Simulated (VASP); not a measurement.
**A VASP study of BaZrSe2S (r2SCAN): structure first, properties next**

What structure does BaZrSe2S take at this level, and what are its properties? The steps: rough relaxation of the start cell, full relaxation (r2SCAN), single point with fields (r2SCAN) and band structure (r2SCAN). The cell is invented: it takes the structure of a Materials Project entry for BaZrSe3 (space group 1 there), with some of its atoms replaced by other elements, volume scaled by an estimate. It may not be a known or stable phase. The atoms of the start are displaced at random from the sites of a Cm cell.

Main program and level: VASP 6.6.1; r2SCAN; plane waves and PAW (Ba_sv, Zr_sv, Se, S); invented cell.

Report form: the programs' logs are mostly left out.

**1. Starting point**

Before any relaxation, the start is as follows. Symmetry: P1, No. 1, triclinic system. The conventional cell has a = 5.258 Å, b = 5.267 Å, c = 5.280 Å, α = 89.89°, β = 89.91°, γ = 89.96°. Nearest to Ba lie 4 S at 3.64 to 3.83 Å and 8 Se at 3.67 to 3.78 Å. Nearest to Zr lie 4 Se at 2.52 to 2.77 Å and 2 S at 2.60 to 2.68 Å. Se has 2 Zr at 2.57 to 2.70 Å and 4 Ba at 3.67 to 3.78 Å nearest. Nearest to Se lie 2 Zr at 2.52 to 2.77 Å and 4 Ba at 3.69 to 3.75 Å. Nearest to S lie 2 Zr at 2.60 to 2.68 Å and 4 Ba at 3.64 to 3.83 Å. It derives from BaZrSe3. it takes the structure of a Materials Project entry for BaZrSe3 (space group 1 there), with some of its atoms replaced by other elements, volume scaled by an estimate. Farther neighbours and most contacts between anions are not listed.

Coordinates:

```cif
data_structure
_symmetry_space_group_name_H-M 'P1'
_symmetry_Int_Tables_number 1
_cell_length_a 5.2579
_cell_length_b 5.2668
_cell_length_c 5.2798
_cell_angle_alpha 89.891
_cell_angle_beta 89.914
_cell_angle_gamma 89.961
_cell_volume 146.21
loop_
_atom_site_label
_atom_site_type_symbol
_atom_site_symmetry_multiplicity
_atom_site_Wyckoff_symbol
_atom_site_fract_x
_atom_site_fract_y
_atom_site_fract_z
_atom_site_occupancy
Ba1 Ba 1 a 0.99952 0.99984 0.99613 1
Zr1 Zr 1 a 0.47708 0.48964 0.47456 1
Se1 Se 1 a 0.48905 0.00190 0.50043 1
Se2 Se 1 a 0.49273 0.50106 0.99805 1
S1 S 1 a 0.98430 0.50988 0.51219 1
```

**2. Rough relaxation of the start cell**

The start is only an estimate, so a cheap relaxation brings it near a minimum before any careful run. r2SCAN adds the kinetic-energy density, costs more than a GGA and is run with LASPH.

Input file INCAR:

```
SYSTEM = BaZrSe2S
PREC = Normal
ENCUT = 400
EDIFF = 1E-05
NELM = 60
ISMEAR = -1
SIGMA = 0.05
LREAL = .FALSE.
ALGO = Normal
METAGGA = R2SCAN
LASPH = .TRUE.
NBANDS = 26
LORBIT = 11
LWAVE = .FALSE.
LCHARG = .FALSE.
KPAR = 2
IBRION = 2
NSW = 40
ISIF = 3
EDIFFG = -0.04
```

Input file POSCAR:

```
BaZrSe2S
1.0
    5.2578540000      0.0000000000      0.0000000000
    0.0035560000      5.2668130000      0.0000000000
    0.0079060000      0.0099980000      5.2798100000
Ba Zr Se S
1 1 2 1
Direct
    0.9995230000      0.9998390000      0.9961320000
    0.4770820000      0.4896360000      0.4745550000
    0.4890520000      1.0018970000      0.5004280000
    0.4927290000      0.5010630000      0.9980480000
    0.9843010000      0.5098780000      0.5121900000
```

Input file KPOINTS:

```
Automatic mesh
0
Gamma
3 3 3
0 0 0
```

Potentials, in the order of the species: Ba_sv, Zr_sv, Se and S (PBE family, release 64).

Run with:

```sh
$ mpirun -np 2 vasp_std
```

Elapsed: 9.5 min, on 2 MPI ranks of AMD EPYC 7R43, shared host; peak memory 0.33 GiB.

The gap is read on the k-mesh alone, so it is an upper bound where the band edges lie off the mesh. Harder data sets than Ba_sv exist (the GW ones), and pressures, volumes and forces can shift noticeably with them. This relaxation is a rough one on cheap settings, only to bring the start near its minimum. The PAW data sets were made with PBE, which is usual practice but a small mismatch for other functionals.

The steps of the relaxation:

```
step  energy less that of the first step (eV)  largest force (eV/Å)  pressure (GPa)  volume (Å³)
   1                                   0.0000                0.2994           -2.34       146.21
   2                                  -0.1395                0.2449            1.64       137.26
   3                                  -0.1416                0.2418            1.17       138.14
   4                                  -0.1666                0.2745            0.05       140.39
   5                                  -0.1668                0.2651            0.11       140.23
   6                                  -0.1735                0.1937           -0.16       140.84
   7                                  -0.1762                0.1604           -0.80       142.30
   8                                  -0.1774                0.1230           -0.59       141.78
   9                                  -0.1814                0.1385           -0.35       141.28
  10                                  -0.1846                0.2245            0.21       140.21
  11                                  -0.1879                0.1391            0.17       140.19
  12                                  -0.1894                0.0878            0.13       140.17
  13                                  -0.1907                0.0850           -0.04       140.49
  14                                  -0.1911                0.0832           -0.22       140.82
  15                                  -0.1920                0.0757           -0.13       140.59
  16                                  -0.1927                0.0835            0.12       140.10
  17                                  -0.1936                0.0690            0.13       140.12
  18                                  -0.1951                0.0621            0.15       140.18
  19                                  -0.1958                0.0510           -0.05       140.69
  20                                  -0.1959                0.0462           -0.13       140.92
  21                                  -0.1964                0.0249           -0.08       140.77
```

```
     cell as run  before  after  change
           a (Å)   5.258  4.984  -5.2 %
           b (Å)   5.267  5.299  +0.6 %
           c (Å)   5.280  5.330  +1.0 %
           α (°)   89.89  89.78  -0.1 %
           β (°)   89.91  89.69  -0.2 %
           γ (°)   89.96  89.88  -0.1 %
volume (Å³/atom)   29.24  28.15  -3.7 %
```

The atoms that moved most (Å, as changes of fractional coordinates times the final cell):

```
atom      dx      dy      dz  length
 Ba1  -0.058  -0.056  -0.088   0.120
 Se3   0.081  -0.006   0.066   0.104
 Zr2  -0.062  -0.039  -0.008   0.074
  S5   0.005   0.054   0.036   0.065
 Se4   0.035   0.046  -0.005   0.058
```

The relaxed structure:

```xyz
5
Lattice="4.9838 0.0036 0.0097 0.0072 5.2992 0.0051 0.0180 0.0152 5.3303" Properties=species:S:1:pos:R:3 pbc="T T T"
Ba    4.9481    5.2612    5.2364
Zr    2.3275    2.5648    2.5284
Se    2.5341    5.3127    2.7435
Se    2.5117    2.7184    5.3218
S     4.9238    2.7676    2.7780
```

A gap read on the k-mesh alone can miss the band edges.

This step gave:

```
electrons                       : 40
bands                           : 26
irreducible k-points            : 14
symmetry operations             : 1
free energy (TOTEN)             : -95.4102 eV
Fermi energy                    : 3.841 eV
pressure                        : -0.08027 GPa
metallic                        : no
valence top at k                : 0.3333, 0.3333, 0.3333
conduction bottom at k          : 0, 0, 0
least direct gap at k           : 0, 0, 0
SCF cycles over all ionic steps : 129
gap on the k-mesh               : 1.300 eV
least direct gap on the k-mesh  : 1.587 eV
```

It ends with a largest force of 0.025 eV/Å and a pressure of -0.08 GPa.

**3. Full relaxation (r2SCAN)**

Properties are meant for the cell that this level of theory prefers, so cell and atoms are relaxed first (ISIF = 3) until forces and stress are small; EDIFFG sets the threshold.

Input file INCAR:

```
SYSTEM = BaZrSe2S
PREC = Accurate
ENCUT = 400
EDIFF = 1E-06
NELM = 100
ISMEAR = -1
SIGMA = 0.05
LREAL = .FALSE.
ALGO = Normal
METAGGA = R2SCAN
LASPH = .TRUE.
NBANDS = 26
LORBIT = 11
LWAVE = .FALSE.
LCHARG = .FALSE.
KPAR = 2
IBRION = 2
NSW = 60
ISIF = 3
EDIFFG = -0.01
```

Input file POSCAR:

```
BaZrSe2S
1.0
    4.9837585699      0.0035798615      0.0097309464
    0.0071858049      5.2991762697      0.0051316008
    0.0179785994      0.0152367876      5.3303061431
Ba Zr Se S
1 1 2 1
Direct
    0.9878762440      0.9893564668      0.9796234644
    0.4646218018      0.4823296456      0.4730367449
    0.5051871006      0.0007371624      0.5128073306
    0.4996497424      0.5097776297      0.9970055576
    0.9853521113      0.5201120956      0.5188799026
```

Input file KPOINTS:

```
Automatic mesh
0
Gamma
5 4 4
0 0 0
```

Run with:

```sh
$ mpirun -np 2 vasp_std
```

The job ended after 58 min (2 MPI ranks; peak memory 0.56 GiB).

Step by step:

```
step  energy less that of the first step (eV)  largest force (eV/Å)  pressure (GPa)  volume (Å³)
   1                                   0.0000                0.3538           -0.14       140.77
   2                                  -0.0070                0.2280           -0.03       140.27
   3                                  -0.0106                0.1771            0.17       139.58
   4                                  -0.0152                0.1181           -0.02       140.02
   5                                  -0.0180                0.0955           -0.31       140.70
   6                                  -0.0192                0.0849            0.33       139.48
   7                                  -0.0197                0.0577            0.10       139.91
   8                                  -0.0201                0.0298            0.01       140.07
   9                                  -0.0201                0.0288            0.01       140.06
  10                                  -0.0202                0.0221           -0.03       140.15
  11                                  -0.0203                0.0208           -0.06       140.20
  12                                  -0.0203                0.0171            0.02       140.04
  13                                  -0.0204                0.0158            0.04       139.98
  14                                  -0.0204                0.0162            0.04       139.98
  15                                  -0.0206                0.0168            0.04       139.97
  16                                  -0.0207                0.0180            0.04       139.95
  17                                  -0.0208                0.0164            0.03       139.99
  18                                  -0.0209                0.0186           -0.03       140.12
  19                                  -0.0209                0.0227           -0.06       140.18
  20                                  -0.0210                0.0231           -0.02       140.09
  21                                  -0.0210                0.0243            0.03       139.98
  22                                  -0.0211                0.0099            0.02       140.01
```

```
     cell as run  before  after  change
           a (Å)   4.984  5.005  +0.4 %
           b (Å)   5.299  5.286  -0.2 %
           c (Å)   5.330  5.292  -0.7 %
           α (°)   89.78  89.88  +0.1 %
           β (°)   89.69  89.91  +0.2 %
           γ (°)   89.88  89.95  +0.1 %
volume (Å³/atom)   28.15  28.00  -0.5 %
```

The atoms that moved most (Å, as changes of fractional coordinates times the final cell):

```
atom      dx      dy      dz  length
 Zr2   0.009   0.081   0.091   0.122
 Se3  -0.019   0.009  -0.070   0.073
  S5   0.001  -0.049  -0.032   0.059
 Se4   0.008  -0.038   0.010   0.040
```

Final coordinates:

```xyz
5
Lattice="5.0051 0.0005 0.0001 0.0040 5.2859 0.0005 0.0079 0.0106 5.2918" Properties=species:S:1:pos:R:3 pbc="T T T"
Ba    4.9572    5.2375    5.1865
Zr    2.3397    2.6362    2.5940
Se    2.5140    0.0189    2.6434
Se    2.5189    2.6671    5.2862
S     4.9387    2.7060    2.7141
```

This step gave:

```yaml
irreducible_k_points: 42
free_energy_toten: -95.4725 eV
energy_at_zero_smearing: -95.4725 eV
fermi_energy: 3.893 eV
pressure: 0.01506 GPa
valence_top_at_k: 0.4, 0.5, 0.5
scf_cycles_over_all_ionic_steps: 142
gap_on_the_k_mesh: 0.6011 eV
least_direct_gap_on_the_k_mesh: 1.105 eV
```

It ends with a largest force of 0.010 eV/Å and a pressure of 0.02 GPa.

**4. Single point with fields (r2SCAN)**

The relaxed cell gets a fresh self-consistent run, on a basis set for its own volume, to fix the density and to check the remaining stress.

INCAR: that of step 3 with these lines changed.

```diff
@@ -14,7 +14,5 @@
 LWAVE = .FALSE.
-LCHARG = .FALSE.
-KPAR = 2
-IBRION = 2
-NSW = 60
-ISIF = 3
-EDIFFG = -0.01
+LCHARG = .TRUE.
+ISIF = 2
+LELF = .TRUE.
+LVHAR = .TRUE.
```

Input file POSCAR:

```
BaZrSe2S
1.0
    5.0051216672      0.0005269692      0.0001009450
    0.0039831867      5.2859463813      0.0004568830
    0.0078852073      0.0105501836      5.2918442757
Ba Zr Se S
1 1 2 1
Direct
    0.9880923990      0.9887897969      0.9799934494
    0.4662976083      0.4976844581      0.4901393625
    0.5014931578      0.0025308274      0.4995183097
    0.5012962786      0.5025128306      0.9988723042
    0.9855075563      0.5107950871      0.5128295742
```

KPOINTS is that of step 3.

Run with:

```sh
$ mpirun -np 2 vasp_std
```

Run time: 7.9 min. Hardware: 2 MPI ranks; peak memory 0.39 GiB.

Numbers from this step:

| Quantity | Value |
| --- | --- |
| SCF cycles | 14 |
| free energy (TOTEN) | -95.4722 eV |
| energy at zero smearing | -95.4722 eV |
| pressure | 0.01450 GPa |
| gap on the k-mesh | 0.601 eV |

Valence electrons inside each PAW sphere by angular momentum. Sphere charges, by row:

```
atom  s (e)  p (e)  d (e)  tot (e)
 Ba1      2  5.617  0.168    7.785
 Zr2  2.165  6.014  1.417    9.596
 Se3  1.438  2.526  0.014    3.978
 Se4  1.438  2.525  0.014    3.978
  S5  1.322  2.476      0    3.797
```

Valence density in the ac plane at fractional y = 0.498, with atoms of Zr and Se and S within 0.2 Å of it. It is the smooth field of the valence electrons, not physical close to the nuclei.

Ten steps, logarithmic in the rise over the least value, from '_' (0.0 e/Å³) to '@' (5.2 e/Å³), each cell a mean:
```
....::--++**++==++++==--::..
::::::--==++******++--::::::
::::::::--==++++++==--::::::
====------========--------==
**++==--==++****==----==++**
****++==++%%@@%%##====++****
==****++##@@@@@@%%**==****++
******++**@@@@@@%%++==++****
**++++==++##%%%%**==--==++**
====------==++++==------====
--::::::--==++++==----::::::
::::::--==++++**++==--::::::
....::--==****++**++==::::..
....::--++**==__++++==--::..
```
Columns run along a (5.0 Å), rows up along c (5.3 Å). Atoms in or near the plane, at fractional coordinates: Zr at (0.47, 0.49), Se at (0.50, 0.00), S at (0.99, 0.51).

Electrostatic potential energy in the ac plane at fractional y = 0.498, with atoms of Zr and Se and S within 0.2 Å of it. With pseudopotentials it is smooth inside the atoms' cores, unlike the true potential.

Ten even steps from '0' (-73 eV) to '9' (4 eV), each cell a mean:
```
99998434369999
99999744689999
99999988899999
99999988999999
68998756789986
04886312479851
01785100268820
03885100368840
58997423589986
99998767899999
99999988999999
99999876899999
99999633479999
99998446369999
```
Columns run along a (5.0 Å; values clipped at the 3rd and 97th percentile), rows up along c (5.3 Å). Atoms in or near the plane, at fractional coordinates: Zr at (0.47, 0.49), Se at (0.50, 0.00), S at (0.99, 0.51).

ELF in the ac plane at fractional y = 0.498, with atoms of Zr and Se and S within 0.2 Å of it. It is the smooth field of the valence electrons, not physical close to the nuclei.

Values, 14 rows by 14 columns, each cell a mean:
```
0.02 0.06 0.30 0.67 0.83 0.83 0.68 0.59 0.77 0.86 0.80 0.54 0.16 0.03
0.07 0.06 0.13 0.45 0.75 0.85 0.84 0.83 0.85 0.82 0.64 0.27 0.07 0.06
0.42 0.28 0.13 0.20 0.48 0.70 0.78 0.80 0.77 0.62 0.30 0.11 0.18 0.37
0.77 0.68 0.44 0.18 0.15 0.24 0.32 0.35 0.32 0.22 0.15 0.31 0.60 0.75
0.85 0.84 0.72 0.32 0.12 0.31 0.50 0.45 0.22 0.10 0.28 0.67 0.83 0.85
0.67 0.81 0.79 0.39 0.33 0.70 0.80 0.78 0.60 0.22 0.41 0.81 0.84 0.70
0.40 0.75 0.79 0.40 0.50 0.79 0.73 0.76 0.77 0.38 0.43 0.83 0.81 0.47
0.63 0.81 0.78 0.37 0.48 0.79 0.75 0.77 0.76 0.35 0.39 0.81 0.84 0.66
0.84 0.85 0.73 0.30 0.27 0.63 0.76 0.73 0.51 0.17 0.28 0.70 0.84 0.84
0.79 0.74 0.52 0.19 0.11 0.23 0.37 0.34 0.20 0.12 0.15 0.40 0.66 0.77
0.49 0.37 0.19 0.16 0.31 0.45 0.51 0.55 0.54 0.44 0.22 0.13 0.25 0.44
0.10 0.08 0.12 0.39 0.69 0.81 0.84 0.84 0.83 0.77 0.55 0.20 0.06 0.08
0.02 0.05 0.27 0.64 0.82 0.85 0.77 0.73 0.82 0.85 0.77 0.48 0.13 0.03
0.02 0.08 0.39 0.72 0.84 0.82 0.59 0.45 0.72 0.86 0.83 0.63 0.23 0.03
```
Columns run along a (5.0 Å), rows up along c (5.3 Å). Atoms in or near the plane, at fractional coordinates: Zr at (0.47, 0.49), Se at (0.50, 0.00), S at (0.99, 0.51).

In this run the pressure is 0.01 GPa, small enough to go on.

**5. Band structure (r2SCAN)**

The mesh alone shows little of the dispersion and can miss band extrema, so KPOINTS_OPT adds a path through the symmetry points after the self-consistent cycle.

INCAR: that of step 4 with these lines changed.

```diff
@@ -11,8 +11,6 @@
 LASPH = .TRUE.
-NBANDS = 26
+NBANDS = 35
 LORBIT = 11
 LWAVE = .FALSE.
-LCHARG = .TRUE.
-ISIF = 2
-LELF = .TRUE.
-LVHAR = .TRUE.
+LCHARG = .FALSE.
+KPAR = 2
```

POSCAR is that of step 4.

KPOINTS is that of step 4.

Input file KPOINTS_OPT:

```
Line mode
16
Line-mode
Reciprocal
  0.00000000  -0.50000000   0.00000000 X
  0.00000000   0.00000000   0.00000000 GAMMA

  0.00000000   0.00000000   0.00000000 GAMMA
 -0.50000000   0.00000000   0.00000000 Y

 -0.50000000  -0.50000000   0.00000000 L
  0.00000000   0.00000000   0.00000000 GAMMA

  0.00000000   0.00000000   0.00000000 GAMMA
  0.00000000   0.00000000  -0.50000000 Z

  0.00000000  -0.50000000  -0.50000000 N
  0.00000000   0.00000000   0.00000000 GAMMA

  0.00000000   0.00000000   0.00000000 GAMMA
 -0.50000000   0.00000000  -0.50000000 M

 -0.50000000  -0.50000000  -0.50000000 R
  0.00000000   0.00000000   0.00000000 GAMMA
```

Run with:

```sh
$ mpirun -np 2 vasp_std
```

Elapsed: 9.1 min, on 2 MPI ranks.

The run was cut off at its time limit.

The self-consistent loop had finished, and the limit fell in the path of KPOINTS_OPT; fewer path points or more time would be the way on.

**6. Results**

```yaml
relaxed_volume: 28.00 Å³/atom
relaxed_conventional_cell_a_b_c: 5.005, 5.286, 5.292 Å; angles 89.9, 89.9, 90.0°
space_group_after_relaxing_within_0p02_a: P1 (No. 1)
```

With r2SCAN, BaZrSe2S relaxes to 28.00 Å³/atom in space group P1. Not obtained: band structure (r2SCAN), because the run hit its time limit. Spin-orbit coupling is left out, and with elements this heavy it would split and shift bands near the edges, and it can change the kind of a small gap. No search among competing phases was made. All values are for a static lattice at zero temperature.

[Lines on the potential files, build, host, timing and source positions are cut from VASP's logs without a mark.]

[Logs are printed without paths, hosts, clocks, repeated set-up lines and the standing remarks that a program may print on its own settings, such as how far it seeks lower states.]

[Hosts, paths, dates, database ids (printed as entryN), source tags and the programs' standing remarks are cut or masked in the printed files.]

[A measured line is paired with the nearest computed mode of its activity, which favours agreement.]
